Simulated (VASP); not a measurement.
All values below come from LDA (Ceperley-Alder, Perdew-Zunger), VASP's LDA PAW potentials (set 64) (plane waves; VASP).

VASP input:

**INCAR**
```
LCHARG  =  .FALSE.
ALGO  =  Normal   # blocked Davidson
LWAVE  =  .FALSE.
ENCUT  =  400
LREAL  =  .FALSE.   # projection in real space or not
SYSTEM  =  B2W
SIGMA  =  0.1   # width (eV)
ISIF  =  2
PREC  =  Accurate
LMAXMIX  =  6
EDIFF  =  1E-6   # SCF stop (eV)
LASPH  =  .TRUE.   # aspherical one-centre terms
ISMEAR  =  -1   # Fermi-Dirac
NELM  =  100   # most electronic steps
```

KPOINTS:
```
Automatic mesh
0
Gamma
7 7 6
0 0 0
```

File POSCAR:
```
B2W
1
    3.0200000000     0.0000000000     0.0000000000
   -1.5100000000     2.6153970000     0.0000000000
    0.0000000000     0.0000000000     3.0500000000
W B
1 2
Direct
  0.0089130000   0.0105020000  -0.0086190000
  0.3298850000   0.6762580000   0.5128700000
  0.6612020000   0.3132410000   0.4957490000
```

POTCAR, in this order: W_sv B (LDA.64 set). Program: vasp_std.

Output of the run:

### OUTCAR
```
 ion  position               nearest neighbor table
   1  0.009  0.011  0.991-   2 2.25   2 2.27   3 2.28   3 2.28   3 2.29   3 2.30   2 2.30   2 2.34
                             2 2.36   3 2.37   2 2.38   3 2.39
   2  0.330  0.676  0.513-   3 1.67   3 1.75   3 1.82   1 2.25   1 2.27   1 2.30   1 2.34   1 2.36
                             1 2.38
   3  0.661  0.313  0.496-   2 1.67   2 1.75   2 1.82   1 2.28   1 2.28   1 2.29   1 2.30   1 2.37
                             1 2.39
  LATTYP: Found a hexagonal cell.
 ALAT       =     3.0200000000
 C/A-ratio  =     1.0099337748
 Subroutine PRICEL returns:
 Original cell was already a primitive cell.
 Subroutine GETGRP returns: Found  1 space group operations
The static configuration has the point symmetry C_1 .
The dynamic configuration has the point symmetry C_1 .
 Subroutine INISYM returns: Found  1 space group operations
 Subroutine IBZKPT returns following result:
 Found    148 irreducible k-points:

 Following reciprocal coordinates:
            Coordinates               Weight
  0.000000  0.000000  0.000000      1.000000
  0.142857 -0.000000  0.000000      2.000000
  0.000000  0.142857  0.000000      2.000000
 -0.142857  0.142857  0.000000      2.000000
...
```

File OSZICAR:
```
       N       E                     dE             d eps       ncg     rms          rms(c)
DAV:   1     0.982459844646E+02    0.98246E+02   -0.91647E+03  4152   0.130E+03
DAV:   2    -0.295460292031E+02   -0.12779E+03   -0.12523E+03  4660   0.347E+02
DAV:   3    -0.328675171234E+02   -0.33215E+01   -0.32086E+01  5440   0.516E+01
DAV:   4    -0.328864475770E+02   -0.18930E-01   -0.18910E-01  4534   0.412E+00
DAV:   5    -0.328866188360E+02   -0.17126E-03   -0.17124E-03  5530   0.350E-01    0.371E+01
DAV:   6    -0.292746831532E+02    0.36119E+01   -0.17873E+01  4912   0.326E+01    0.105E+01
DAV:   7    -0.292421244996E+02    0.32559E-01   -0.35051E-01  4600   0.532E+00    0.647E+00
DAV:   8    -0.292220411996E+02    0.20083E-01   -0.19043E-02  5602   0.158E+00    0.172E-01
DAV:   9    -0.292215984378E+02    0.44276E-03   -0.12341E-03  4702   0.356E-01    0.538E-02
DAV:  10    -0.292215710537E+02    0.27384E-04   -0.11977E-04  5380   0.951E-02    0.132E-02
DAV:  11    -0.292215716727E+02   -0.61905E-06   -0.53223E-06  4576   0.250E-02
   1 F= -.29221572E+02 E0= -.29204370E+02  d E =-.344037E-01
```

**OUTCAR**
```
------------------------ aborting loop because EDIFF is reached ----------------------------------------
  FORCE on cell =-STRESS in cart. coord.  units (eV):
  Direction    XX          YY          ZZ          XY          YZ          ZX
  --------------------------------------------------------------------------------------
  Total        2.9200004      2.9822837      5.6798121     -0.0413466     -0.0801022     -0.0700340
  in kB      194.1999425    198.3422034    377.7462365     -2.7498293     -5.3273422     -4.6577365
  external PRESSURE =     256.7627941 kB  Pullay stress =       0.0000000 kB
  volume of cell :       24.09
      direct lattice vectors                 reciprocal lattice vectors
     3.020000000  0.000000000  0.000000000     0.331125828  0.191175565  0.000000000
    -1.510000000  2.615397000  0.000000000     0.000000000  0.382351131  0.000000000
     0.000000000  0.000000000  3.050000000     0.000000000  0.000000000  0.327868852
 POSITION                                       TOTAL-FORCE (eV/Angst)
 -----------------------------------------------------------------------------------
      0.01106      0.02747      3.02371        -0.146954     -0.392009      0.759803
     -0.02490      1.76868      1.56425         0.493751     -0.998936     -0.733980
      1.52384      0.81925      1.51203        -0.346798      1.390945     -0.025823
 -----------------------------------------------------------------------------------
    total drift:                                0.000135      0.000195     -0.000949
  FREE ENERGIE OF THE ION-ELECTRON SYSTEM (eV)
  ---------------------------------------------------
  free  energy   TOTEN  =       -29.2215716727 eV

  energy  without entropy=      -29.1871679247  energy(sigma->0) =      -29.20436980
```
(Selected blocks of OUTCAR.)

At this cut-off the stress carries a Pulay error, which pulls relaxed volumes low.

The structure comes from a measured B2W entry of the Crystallography Open Database, whose conditions weren't checked. The cell was not relaxed at this level, atoms are displaced from their ideal sites. The k-mesh is coarse (spacing up to 0.34 per Å, 2π included), so the numbers may not be converged in it.
